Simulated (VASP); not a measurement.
## Lu$_{3}$Hg (space group Pm-3m): computed properties

The numbers are results of PBEsol GGA, VASP's PBE PAW potentials (set 64) (plane waves; VASP), not measurements.

```json
{
 "space_group": "Pm-3m (221)",
 "cell": "a = b = c = 4.6200 Å, α = β = γ = 90.00°",
 "volume_per_atom": "24.65 Å³/atom",
 "band gap (over mesh and band path)": "none (metal, semimetal or under 0.01 eV)",
 "density": "12.22 g/cm³"
}
```

```
HgLu3
1.0
    4.61995     0.00000     0.00000
    0.00000     4.61995     0.00000
    0.00000     0.00000     4.61995
Lu Hg
3 1
Direct
  0.00000   0.50000   0.50000
  0.50000   0.00000   0.50000
  0.50000   0.50000   0.00000
  0.00000   0.00000   0.00000
```

Unless said otherwise, spin-orbit coupling is left out, though it shifts the bands of the heavy elements here.

The structure comes from a computed database's Lu3Hg entry (Pm-3m); how it stands against other phases isn't given here. It was relaxed first, which changed the volume by -6 %. Symmetry was kept, so distortions that lower it aren't found. The electron count is odd and the run is not spin-polarised, which forces a metal.
